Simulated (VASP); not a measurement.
All values below come from PBEsol GGA, VASP's PBE PAW potentials (set 64) (plane waves; VASP 6.6.1).

Input for VASP

### KPOINTS
```
Automatic mesh
0
G
 14 14 1
```

### INCAR
```
GGA=PS   # PBEsol
NEDOS=601
LWAVE=F
LREAL=F   # projection in real space or not
LEFG=T
NELM=100
PREC=Accurate
ENCUT=520
LCHARG=T
LMAXMIX=4   # l cut-off of mixed one-centre charges
SYSTEM=Mo2N
ISMEAR=-5
LASPH=T   # aspherical one-centre terms
ALGO=Normal   # blocked Davidson
EDIFF=1E-7   # SCF stop (eV)
ISIF=2
LORBIT=11
```

### POSCAR
```
Mo2N
1
    2.7869599983     0.0000000419    -0.0000000000
   -1.3934794701     2.4135782019     0.0000000000
    0.0000000000     0.0000000000    18.8414831315
N Mo
1 2
Direct
  0.0000000000   0.0000000000   0.5000000000
  0.3333330000   0.6666670000   0.5722305723
  0.6666670000   0.3333330000   0.4277694277
```

POTCAR, in this order: N Mo_sv (PBE.64 set). Program: vasp_std.

Output of the run:

OSZICAR:
```
       N       E                     dE             d eps       ncg     rms          rms(c)
DAV:   1     0.323003376886E+03    0.32300E+03   -0.20091E+04  1216   0.142E+03
DAV:   2    -0.161149061877E+02   -0.33912E+03   -0.33103E+03  1172   0.414E+02
DAV:   3    -0.331103655127E+02   -0.16995E+02   -0.16503E+02  1180   0.826E+01
DAV:   4    -0.338275738142E+02   -0.71721E+00   -0.67588E+00  1320   0.135E+01
DAV:   5    -0.338728383550E+02   -0.45265E-01   -0.42216E-01  1248   0.211E+00    0.333E+01
DAV:   6    -0.305712140063E+02    0.33016E+01   -0.27119E+01  1080   0.343E+01    0.980E+00
DAV:   7    -0.302486382279E+02    0.32258E+00   -0.46540E+00  1064   0.126E+01    0.705E+00
DAV:   8    -0.301139552472E+02    0.13468E+00   -0.81151E-01  1184   0.636E+00    0.569E-01
DAV:   9    -0.301082523706E+02    0.57029E-02   -0.39794E-02  1148   0.160E+00    0.294E-01
DAV:  10    -0.301109324605E+02   -0.26801E-02   -0.34729E-03  1248   0.443E-01    0.851E-02
DAV:  11    -0.301080359980E+02    0.28965E-02   -0.69587E-04  1196   0.175E-01    0.793E-02
DAV:  12    -0.301112298136E+02   -0.31938E-02   -0.87557E-04  1156   0.637E-02    0.369E-02
DAV:  13    -0.301113229957E+02   -0.93182E-04   -0.26511E-04  1168   0.687E-02    0.231E-02
DAV:  14    -0.301115053578E+02   -0.18236E-03   -0.14481E-04  1216   0.582E-02    0.140E-02
DAV:  15    -0.301116043170E+02   -0.98959E-04   -0.29436E-05  1088   0.319E-02    0.731E-03
DAV:  16    -0.301116455539E+02   -0.41237E-04   -0.13392E-05  1096   0.192E-02    0.361E-03
DAV:  17    -0.301116617322E+02   -0.16178E-04   -0.13779E-05   848   0.115E-02    0.226E-03
DAV:  18    -0.301116736865E+02   -0.11954E-04   -0.13860E-06   988   0.515E-03    0.188E-03
DAV:  19    -0.301117024101E+02   -0.28724E-04   -0.24492E-06   892   0.445E-03    0.102E-03
DAV:  20    -0.301117163013E+02   -0.13891E-04   -0.13277E-06   804   0.260E-03    0.719E-04
DAV:  21    -0.301117180707E+02   -0.17695E-05   -0.10669E-07   708   0.900E-04    0.123E-04
DAV:  22    -0.301117192598E+02   -0.11890E-05   -0.71934E-08   640   0.656E-04    0.838E-05
DAV:  23    -0.301117193814E+02   -0.12165E-06   -0.10954E-08   576   0.331E-04    0.501E-05
DAV:  24    -0.301117193810E+02    0.44020E-09   -0.24980E-09   552   0.161E-04
   1 F= -.30111719E+02 E0= -.30111719E+02  d E =0.000000E+00
```

File OUTCAR:
```
------------------------ aborting loop because EDIFF is reached ----------------------------------------
  FORCE on cell =-STRESS in cart. coord.  units (eV):
  Direction    XX          YY          ZZ          XY          YZ          ZX
  --------------------------------------------------------------------------------------
  Total        0.1683690      0.1683690     -0.0673674      0.0000000      0.0000000     -0.0000000
  in kB        2.1284599      2.1284600     -0.8516337      0.0000005      0.0000000     -0.0000000
  external PRESSURE =       1.1350954 kB  Pullay stress =       0.0000000 kB
  volume of cell :      126.74
      direct lattice vectors                 reciprocal lattice vectors
     2.786959998  0.000000042  0.000000000     0.358813902  0.207161220  0.000000000
    -1.393479470  2.413578202  0.000000000    -0.000000006  0.414322598  0.000000000
     0.000000000  0.000000000 18.841483131     0.000000000  0.000000000  0.053074378
 POSITION                                       TOTAL-FORCE (eV/Angst)
 -----------------------------------------------------------------------------------
      0.00000      0.00000      9.42074        -0.000000      0.000000      0.000000
     -0.00000      1.60905     10.78167         0.000000      0.000000     -0.013931
      1.39348      0.80453      8.05981         0.000000     -0.000000      0.013931
 -----------------------------------------------------------------------------------
    total drift:                                0.000000     -0.000000      0.000000
  FREE ENERGIE OF THE ION-ELECTRON SYSTEM (eV)
  ---------------------------------------------------
  free  energy   TOTEN  =       -30.1117193810 eV

  energy  without entropy=      -30.1117193810  energy(sigma->0) =      -30.11171938

 total charge

# of ion       s       p       d       tot
------------------------------------------
    1        1.247   2.498   0.000   3.745
    2        2.317   6.208   3.947  12.473
    3        2.317   6.208   3.947  12.473
--------------------------------------------------
tot          5.881  14.914   7.894  28.690

 Electric field gradients after diagonalization (V/A^2)
 (convention: |V_zz| > |V_xx| > |V_yy|)
----------------------------------------------------------------------
 ion       V_xx      V_yy      V_zz     asymmetry (V_yy - V_xx)/ V_zz
----------------------------------------------------------------------
   1       7.503     7.501   -15.004       0.000
   2     -89.357   -89.349   178.706       0.000
   3     -89.357   -89.349   178.706       0.000
```
(Selected blocks of OUTCAR.)

The cell holds a wide vacuum, so values per volume refer to the whole cell. For a metal the tetrahedron method with Blöchl corrections gives inexact stress and forces.

The cell is a sheet with vacuum, built from a generated structure.
